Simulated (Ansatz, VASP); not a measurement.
# Co3S4 (Co3S4 (Fd-3m)) in two plane-wave programs, part 2 of 2

Wanted: the spread between two codes on one cell, functional and k mesh. The cell is taken from a series of runs on this material, whose earlier steps may have relaxed, scaled, displaced or heated it; both programs get it as it stands.

VASP 6.6.1 and Ansatz 0.2.0.

So far: Starting point; Ansatz: relaxation of cell and atoms, r2SCAN.

In doubt: warnings of the run leave room for a lower electronic state (step 2), so energies may not be the lowest and differences between runs may mislead.

## 3. VASP: relaxation of cell and atoms, r2SCAN

Level of this step: r2SCAN, spin-polarised from a ferromagnetic start; plane waves and PAW (Co, S) (VASP).

The same cell, functional, mesh and smearing now go to VASP, with its own data sets.

Lines of VASP's logs that name or quote its potential files are left out, and so is its time.

File INCAR:

```
SYSTEM = Co3S4
PREC = Accurate
ENCUT = 660
EDIFF = 1E-07
NELM = 200
ISMEAR = -1
SIGMA = 0.05
LREAL = .FALSE.
ALGO = Normal
METAGGA = R2SCAN
LASPH = .TRUE.
NBANDS = 76
ISPIN = 2
MAGMOM = 0.18 0.18 0.18 0.18 2.13 2.13 0.04 0.04 0.04 0.04 0.04 0.04 0.04 0.04
LMAXMIX = 4
LORBIT = 11
LWAVE = .FALSE.
LCHARG = .FALSE.
ISIF = 3
IBRION = 2
NSW = 80
EDIFFG = -0.005
GGA_COMPAT = .FALSE.
NELMIN = 4
LMIXTAU = .TRUE.
KPAR = 4
```

File POSCAR:

```
Co3S4
1.0
    0.0000000000      4.7365090000      4.7365090000
    4.7365090000      0.0000000000      4.7365090000
    4.7365090000      4.7365090000      0.0000000000
Co S
6 8
Direct
    0.1249999736      0.1249999736      0.6250000792
    0.1249999736      0.6249999736      0.1250000792
    0.6249999736      0.1249999736      0.1250000792
    0.1249999736      0.1249999736      0.1250000792
    0.7499999736      0.7499999736      0.7500000792
    0.4999999736      0.4999999736      0.5000000792
    0.3626512955      0.3626512955      0.3626514011
    0.3379539393      0.8873486517      0.8873487573
    0.8873486517      0.8873486517      0.3379540449
    0.8873486517      0.3379539393      0.8873487573
    0.3626512955      0.3626512955      0.9120461135
    0.3626512955      0.9120460079      0.3626514011
    0.8873486517      0.8873486517      0.8873487573
    0.9120460079      0.3626512955      0.3626514011
```

File KPOINTS:

```
Automatic mesh
0
Gamma
7 7 7
0 0 0
```

PAW data sets: Co and S (PBE family, release 64).

Run with:

```sh
$ mpirun -np 4 vasp_std
```

Numbers of over 12 decimals in the logs are rounded to 6 here.

What it wrote:

```text
[banner, memory and clock lines left out]
running    4 mpi-ranks, on    1 nodes
 distrk:  each k-point on    1 cores,    4 groups
 distr:  one band on    1 cores,    1 groups

 POSCAR found type information on POSCAR CoS
 POSCAR found :  2 types and      14 ions
|                                                                             |
|               ----> ADVICE to this user running VASP <----                  |
|                                                                             |
|     You enforced a specific xc type in the INCAR file but a different       |
|     [... a line on the potential file left out ...]
|     I HOPE YOU KNOW WHAT YOU ARE DOING!                                     |
|                                                                             |

 LDA part: xc-table for (None), standard interpolation
 POSCAR, INCAR and KPOINTS ok, starting setup
 FFT: planning ... GRIDC
 FFT: planning ... GRID_SOFT
 FFT: planning ... GRID
 WAVECAR not read
 entering main loop
       N       E                     dE             d eps       ncg     rms          rms(c)
DAV:   1     0.961384866707E+03    0.96138E+03   -0.50052E+04  6080   0.176E+03
DAV:   2    -0.180723092540E+02   -0.97946E+03   -0.91790E+03  6080   0.411E+02
DAV:   3    -0.169735814351E+03   -0.15166E+03   -0.13841E+03  6604   0.171E+02
DAV:   4    -0.181353458784E+03   -0.11618E+02   -0.11321E+02  7312   0.461E+01
DAV:   5    -0.181806145434E+03   -0.45269E+00   -0.45092E+00  7752   0.912E+00    0.426E+01
DAV:   6    -0.194828509168E+03   -0.13022E+02   -0.20064E+02  7788   0.164E+02    0.874E+01
DAV:   7    -0.151868984708E+03    0.42960E+02   -0.76068E+01  7520   0.100E+02    0.235E+01
DAV:   8    -0.152220956293E+03   -0.35197E+00   -0.23530E+01  9024   0.625E+01    0.297E+01
DAV:   9    -0.150204789037E+03    0.20162E+01   -0.10240E+01  8664   0.416E+01    0.107E+01
DAV:  10    -0.150490255708E+03   -0.28547E+00   -0.18508E+00  8608   0.130E+01    0.658E+00
DAV:  11    -0.150793862571E+03   -0.30361E+00   -0.46868E-01  8744   0.509E+00    0.409E+00
DAV:  12    -0.150829667829E+03   -0.35805E-01   -0.34088E-01  9048   0.606E+00    0.179E+00
DAV:  13    -0.150840284511E+03   -0.10617E-01   -0.17061E-01  9044   0.315E+00    0.855E-01
DAV:  14    -0.150849619587E+03   -0.93351E-02   -0.34995E-02  7436   0.112E+00    0.572E-01
DAV:  15    -0.150849929292E+03   -0.30970E-03   -0.29608E-03  7852   0.470E-01    0.343E-01
DAV:  16    -0.150850139461E+03   -0.21017E-03   -0.14907E-03  8660   0.233E-01    0.235E-01
DAV:  17    -0.150850019544E+03    0.11992E-03   -0.26426E-04  8864   0.148E-01    0.142E-01
DAV:  18    -0.150850058682E+03   -0.39138E-04   -0.11428E-04  8764   0.136E-01    0.498E-02
DAV:  19    -0.150850085777E+03   -0.27096E-04   -0.58313E-05  8408   0.584E-02    0.224E-02
DAV:  20    -0.150850088647E+03   -0.28692E-05   -0.92849E-06  7088   0.226E-02    0.154E-02
DAV:  21    -0.150850087770E+03    0.87617E-06   -0.88392E-07  8152   0.113E-02    0.880E-03
DAV:  22    -0.150850087489E+03    0.28173E-06   -0.70745E-07  7888   0.108E-02    0.267E-03
DAV:  23    -0.150850087402E+03    0.87241E-07   -0.45463E-07  6176   0.449E-03
   1 F= -.15085009E+03 E0= -.15083708E+03  d E =-.150850E+03  mag=     5.8016
 curvature:   0.00 expect dE= 0.000E+00 dE for cont linesearch  0.000E+00
 trial: gam= 0.00000 g(F)=  0.157E-03 g(S)=  0.111E-03 ort = 0.000E+00 (trialstep = 0.100E+01)
 search vector abs. value=  0.268E-03
 bond charge predicted
       N       E                     dE             d eps       ncg     rms          rms(c)
DAV:   1    -0.150851066580E+03   -0.97909E-03   -0.19837E-02  7756   0.992E-01    0.276E-01
DAV:   2    -0.150851932947E+03   -0.86637E-03   -0.87555E-03  7524   0.125E+00    0.356E-01
DAV:   3    -0.150850465909E+03    0.14670E-02   -0.30304E-03  7172   0.102E+00    0.181E-01
DAV:   4    -0.150850259460E+03    0.20645E-03   -0.58651E-04  7992   0.426E-01    0.652E-02
DAV:   5    -0.150850242539E+03    0.16921E-04   -0.20089E-04  7324   0.586E-02    0.408E-02
DAV:   6    -0.150850234927E+03    0.76117E-05   -0.29824E-05  7884   0.679E-02    0.254E-02
DAV:   7    -0.150850235908E+03   -0.98013E-06   -0.47518E-06  8500   0.186E-02    0.162E-02
DAV:   8    -0.150850237124E+03   -0.12165E-05   -0.10814E-06  8260   0.117E-02    0.967E-03
DAV:   9    -0.150850237839E+03   -0.71465E-06   -0.42828E-07  6704   0.107E-02    0.340E-03
DAV:  10    -0.150850237981E+03   -0.14232E-06   -0.15504E-07  3860   0.289E-03    0.115E-03
DAV:  11    -0.150850237942E+03    0.38553E-07   -0.77116E-08  3304   0.175E-03
   2 F= -.15085024E+03 E0= -.15083684E+03  d E =-.150541E-03  mag=     5.7917
 trial-energy change:   -0.000151  1 .order   -0.000160   -0.000268   -0.000053
 step:   1.4004(harm=  1.2461)  dis= 0.00079  next Energy=  -150.850248 (dE=-0.161E-03)
 bond charge predicted
       N       E                     dE             d eps       ncg     rms          rms(c)
DAV:   1    -0.150850370542E+03   -0.13256E-03   -0.31730E-03  7756   0.397E-01    0.110E-01
DAV:   2    -0.150850507953E+03   -0.13741E-03   -0.13992E-03  7524   0.500E-01    0.143E-01
DAV:   3    -0.150850272654E+03    0.23530E-03   -0.48475E-04  7156   0.406E-01    0.727E-02
DAV:   4    -0.150850238862E+03    0.33792E-04   -0.93097E-05  7964   0.170E-01    0.260E-02
DAV:   5    -0.150850236466E+03    0.23964E-05   -0.32422E-05  7308   0.235E-02    0.164E-02
DAV:   6    -0.150850235966E+03    0.49955E-06   -0.49805E-06  7864   0.277E-02    0.102E-02
DAV:   7    -0.150850236446E+03   -0.47993E-06   -0.74716E-07  6956   0.745E-03    0.637E-03
DAV:   8    -0.150850237018E+03   -0.57218E-06   -0.14149E-07  4188   0.470E-03    0.359E-03
DAV:   9    -0.150850237374E+03   -0.35570E-06   -0.86620E-08  3324   0.456E-03    0.137E-03
DAV:  10    -0.150850237448E+03   -0.73754E-07   -0.43550E-08  3260   0.123E-03
   3 F= -.15085024E+03 E0= -.15083668E+03  d E =-.150046E-03  mag=     5.7876
 curvature:  -0.38 expect dE=-0.199E-04 dE for cont linesearch -0.189E-05
 trial: gam= 0.00000 g(F)=  0.744E-05 g(S)=  0.451E-04 ort =-0.366E-04 (trialstep = 0.108E+01)
 search vector abs. value=  0.525E-04
 reached required accuracy - stopping structural energy minimisation
```

Parts of OUTCAR (step 3):

```text
ion  position               nearest neighbor table
   1  0.125  0.125  0.625-  12 2.26  14 2.26  13 2.26   7 2.26  10 2.26   8 2.26
   2  0.125  0.625  0.125-  14 2.26  13 2.26  11 2.26   7 2.26   9 2.26   8 2.26
   3  0.625  0.125  0.125-  12 2.26  13 2.26  11 2.26   7 2.26  10 2.26   9 2.26
   4  0.125  0.125  0.125-   8 2.26   9 2.26  10 2.26  11 2.26  12 2.26  14 2.26
   5  0.750  0.750  0.750-   9 2.25   8 2.25  10 2.25  13 2.25
   6  0.500  0.500  0.500-   7 2.25  11 2.25  12 2.25  14 2.25
   7  0.363  0.363  0.363-   6 2.25   3 2.26   2 2.26   1 2.26
   8  0.338  0.887  0.887-   5 2.25   4 2.26   1 2.26   2 2.26
   9  0.887  0.887  0.338-   5 2.25   4 2.26   2 2.26   3 2.26
  10  0.887  0.338  0.887-   5 2.25   4 2.26   1 2.26   3 2.26
  11  0.363  0.363  0.912-   6 2.25   3 2.26   2 2.26   4 2.26
  12  0.363  0.912  0.363-   6 2.25   3 2.26   1 2.26   4 2.26
  13  0.887  0.887  0.887-   5 2.25   2 2.26   3 2.26   1 2.26
  14  0.912  0.363  0.363-   6 2.25   2 2.26   1 2.26   4 2.26

  LATTYP: Found a face centered cubic cell.
 ALAT       =     9.4730180000

 Subroutine GETGRP returns: Found 48 space group operations
 (whereof 24 operations were pure point group operations)

The static configuration has the point symmetry T_d .
 The point group associated with its full space group is O_h .

 Found     20 irreducible k-points:

   k-points           NKPTS =     20   k-points in BZ     NKDIM =     20   number of bands    NBANDS=     76

   dimension x,y,z NGX =    56 NGY =   56 NGZ =   56
   dimension x,y,z NGXF=   112 NGYF=  112 NGZF=  112

   ENCUT  =  660.0 eV  48.51 Ry    6.96 a.u.  14.03 14.03 14.03*2*pi/ulx,y,z

   NELECT =     102.0000    total number of electrons

 k-points in reciprocal lattice and weights: Automatic mesh
   0.00000000  0.00000000  0.00000000       0.003
   0.14285714  0.00000000  0.00000000       0.023
   0.28571429  0.00000000  0.00000000       0.023
   0.42857143  0.00000000  0.00000000       0.023
   0.14285714  0.14285714  0.00000000       0.017
   0.28571429  0.14285714  0.00000000       0.070
   0.42857143  0.14285714  0.00000000       0.070
  -0.42857143  0.14285714  0.00000000       0.070
  -0.28571429  0.14285714  0.00000000       0.070
[...]
-0.42857143  0.42857143  0.14285714       0.070
  -0.28571429  0.42857143  0.14285714       0.070

 average (electrostatic) potential at core
       1 -86.2208       2 -86.2208       3 -86.2208       4 -86.2208       5 -86.7655
       6 -86.7655       7 -87.7893       8 -87.7893       9 -87.7893      10 -87.7893
      11 -87.7893      12 -87.7893      13 -87.7893      14 -87.7893

 E-fermi :   7.1101

 spin component 1
 k-point     1 :       0.0000    0.0000    0.0000
  band No.  band energies     occupation
    ...
     47       5.5723      1.00000
     48       5.5723      1.00000
     49       5.6940      1.00000
     50       5.6940      1.00000
     51       5.6940      1.00000
     52       7.1524      0.30040
     53       7.1524      0.30040
     54       7.1524      0.30039
     55       9.1456      0.00000
     56       9.1456      0.00000
    ...

 k-point     2 :       0.1429    0.0000    0.0000
  band No.  band energies     occupation
    ...
     48       5.6233      1.00000
     49       5.6947      1.00000
     50       5.6948      1.00000
     51       5.7332      1.00000
     52       6.9023      0.98458
     53       7.1305      0.39925
     54       7.1305      0.39925
     55       8.9847      0.00000
     56       8.9847      0.00000
     57       8.9975      0.00000
    ...

 k-point     3 :       0.2857    0.0000    0.0000
  band No.  band energies     occupation
    ...
     50       5.8372      1.00000
     51       5.8374      1.00000
     52       6.4857      1.00000
     53       7.0098      0.88147
     54       7.0098      0.88146
     55       8.5299      0.00000
     56       8.6173      0.00000
     57       8.6173      0.00000
     58       8.7705      0.00000
     59       8.8750      0.00000
    ...

 k-point     4 :       0.4286    0.0000    0.0000
  band No.  band energies     occupation
    ...
     50       6.1889      1.00000
     51       6.1889      1.00000
     52       6.2731      1.00000
     53       6.7036      0.99971
     54       6.7036      0.99971
     55       8.2183      0.00000
     56       8.4270      0.00000
     57       8.4270      0.00000
     58       8.5667      0.00000
     59       8.6144      0.00000
    ...

 k-point     5 :       0.1429    0.1429    0.0000
  band No.  band energies     occupation
    ...
     50       5.7514      1.00000
     51       5.7514      1.00000
     52       6.8374      0.99573
     53       7.1067      0.51700
     54       7.1067      0.51700
     55       8.8456      0.00000
     56       8.8719      0.00000
     57       8.8719      0.00000
     58       9.0798      0.00000
     59       9.1339      0.00000
    ...

 k-point     6 :       0.2857    0.1429    0.0000
  band No.  band energies     occupation
    ...
     50       5.8457      1.00000
     51       5.8875      1.00000
     52       6.4586      1.00000
     53       7.0129      0.87467
     54       7.0333      0.82290
     55       8.4185      0.00000
     56       8.5630      0.00000
     57       8.5782      0.00000
     58       8.9149      0.00000
     59       8.9580      0.00000
    ...

  Total        0.0660561      0.0660561      0.0660561      0.0000000      0.0000000     -0.0000000
  in kB        0.4987355      0.4987355      0.4987355      0.0000000      0.0000000     -0.0000000
  external PRESSURE =       0.4987355 kB  Pullay stress =       0.0000000 kB

  energy-cutoff  :      660.00
  volume of cell :      212.20
      direct lattice vectors                 reciprocal lattice vectors
    -0.000000000  4.734139656  4.734139656    -0.105615811  0.105615811  0.105615811
     4.734139656  0.000000000  4.734139656     0.105615811 -0.105615811  0.105615811
     4.734139656  4.734139656  0.000000000     0.105615811  0.105615811 -0.105615811

 POSITION                                       TOTAL-FORCE (eV/Angst)
 -----------------------------------------------------------------------------------
      3.55060      3.55060      1.18353        -0.000000      0.000000     -0.000000
      3.55060      1.18354      3.55060        -0.000000      0.000000     -0.000000
      1.18354      3.55060      3.55060        -0.000000      0.000000     -0.000000
      1.18354      1.18354      1.18353        -0.000000      0.000000     -0.000000
      7.10121      7.10121      7.10121        -0.000000     -0.000000     -0.000000
      4.73414      4.73414      4.73414        -0.000000      0.000000     -0.000000
      3.43447      3.43447      3.43447         0.002535      0.002535      0.002535
      8.40088      5.80154      5.80154        -0.002535      0.002535      0.002535
      5.80154      5.80154      8.40088         0.002535      0.002535     -0.002535
      5.80154      8.40088      5.80154         0.002535     -0.002535      0.002535
      6.03381      6.03381      3.43447        -0.002535     -0.002535      0.002535
      6.03381      3.43447      6.03381        -0.002535      0.002535     -0.002535
      8.40088      8.40088      8.40088        -0.002535     -0.002535     -0.002535
      3.43447      6.03381      6.03381         0.002535     -0.002535     -0.002535
 -----------------------------------------------------------------------------------
    total drift:                               -0.000524     -0.000524      0.000569

  FREE ENERGIE OF THE ION-ELECTRON SYSTEM (eV)
  ---------------------------------------------------
  free  energy   TOTEN  =      -150.8502374479 eV

  energy  without entropy=     -150.8231250533  energy(sigma->0) =     -150.83668125

 reached required accuracy - stopping structural energy minimisation

 total charge
# of ion       s       p       d       tot
------------------------------------------
    1        0.452   0.626   7.365   8.443
    2        0.452   0.626   7.365   8.443
    3        0.452   0.626   7.365   8.443
    4        0.452   0.626   7.365   8.443
    5        0.427   0.480   7.176   8.083
    6        0.427   0.480   7.176   8.083
    7        1.322   2.404   0.000   3.726
    8        1.322   2.404   0.000   3.726
    9        1.322   2.404   0.000   3.726
   10        1.322   2.404   0.000   3.726
   11        1.322   2.404   0.000   3.726
   12        1.322   2.404   0.000   3.726
   13        1.322   2.404   0.000   3.726
   14        1.322   2.404   0.000   3.726
--------------------------------------------------
tot         13.239  22.696  43.814  79.748

 magnetization (x)
# of ion       s       p       d       tot
------------------------------------------
    1        0.006   0.017   0.170   0.193
    2        0.006   0.017   0.170   0.193
    3        0.006   0.017   0.170   0.193
    4        0.006   0.017   0.170   0.193
    5        0.022   0.075   2.088   2.185
    6        0.022   0.075   2.088   2.185
    7        0.007   0.031   0.000   0.038
    8        0.007   0.031   0.000   0.038
    9        0.007   0.031   0.000   0.038
   10        0.007   0.031   0.000   0.038
   11        0.007   0.031   0.000   0.038
   12        0.007   0.031   0.000   0.038
   13        0.007   0.031   0.000   0.038
   14        0.007   0.031   0.000   0.038
--------------------------------------------------
tot          0.124   0.465   4.857   5.445

[... 6 further parts left out ...]
```

CONTCAR:

```
Co3S4
   1.00000000000000
    -0.0000000000000000    4.7341396556375850    4.7341396556375850
     4.7341396556375850    0.0000000000000000    4.7341396556375850
     4.7341396556375850    4.7341396556375850    0.0000000000000000
  Co              S
     6     8
Direct
     0.1249999735999978    0.1249999735999978    0.6250000791999994
     0.1249999735999978    0.6249999735999978    0.1250000791999994
     0.6249999735999978    0.1249999735999978    0.1250000791999994
     0.1249999735999978    0.1249999735999978    0.1250000791999994
     0.7499999735999978    0.7499999735999978    0.7500000791999994
     0.4999999735999978    0.4999999735999978    0.5000000791999994
     0.3627343055107199    0.3627343055107199    0.3627344111107215
     0.3382029693321569    0.8872656416892828    0.8872657472892844
     0.8872656416892828    0.8872656416892828    0.3382030749321585
     0.8872656416892828    0.3382029693321569    0.8872657472892844
     0.3627343055107199    0.3627343055107199    0.9117970834678404
     0.3627343055107199    0.9117969778678459    0.3627344111107215
     0.8872656416892828    0.8872656416892828    0.8872657472892844
     0.9117969778678459    0.3627343055107199    0.3627344111107215
```

## 4. Comparison

Known differences besides the potentials themselves: VASP starts from the moments at which Ansatz ended; VASP keeps PBE cores, Ansatz makes them for the functional; the data sets hold 150 valence electrons in Ansatz (on its PAW soft_1 files) and 102 in VASP; the cutoff is 500 eV in Ansatz and 660 eV in VASP; Ansatz adds a Pulay correction to the stress that steers its cell, VASP none; site moments are counted in spheres of each program's own size. Total energies have different zeros and are not compared.

Compared:

```csv
quantity,Ansatz,VASP,difference
volume (Å³),212.98,212.20,+0.37 %
"edge a after relaxation, in the typed setting (Å)",6.703,6.695,+0.12 %
total moment (μB),5.87,5.79,+0.08
moment on Co6 (μB),2.13,2.19,-0.05
moment on Co5 (μB),2.13,2.19,-0.05
moment on Co1 (μB),0.18,0.19,-0.01
moment on Co2 (μB),0.18,0.19,-0.01
moment on Co4 (μB),0.18,0.19,-0.01
moment on Co3 (μB),0.18,0.19,-0.01
```

## 5. Summary of results

```yaml
difference_in_volume_relaxation_of_cell_and_atoms_r2scan: 0.37 %
```

**Reading.** The difference in volume is 0.37 % (relaxation of cell and atoms, r2SCAN), within the 1.2 % picked in this series as the mark of a large difference, as far as the stopping tolerances let one tell. The data sets hold unlike numbers of valence electrons (150 in Ansatz and 102 in VASP), so part of the differences comes from the potentials. How closely two codes agree says nothing of how well the functional describes the real material.

[Lines on the potential files, build, host, timing and source positions are cut from VASP's logs without a mark.]

[Logs are printed without paths, hosts, clocks, repeated set-up lines and the standing remarks that a program may print on its own settings, such as how far it seeks lower states.]

[Hosts, paths, dates, database ids (printed as entryN), source tags and the programs' standing remarks are cut or masked in the printed files.]
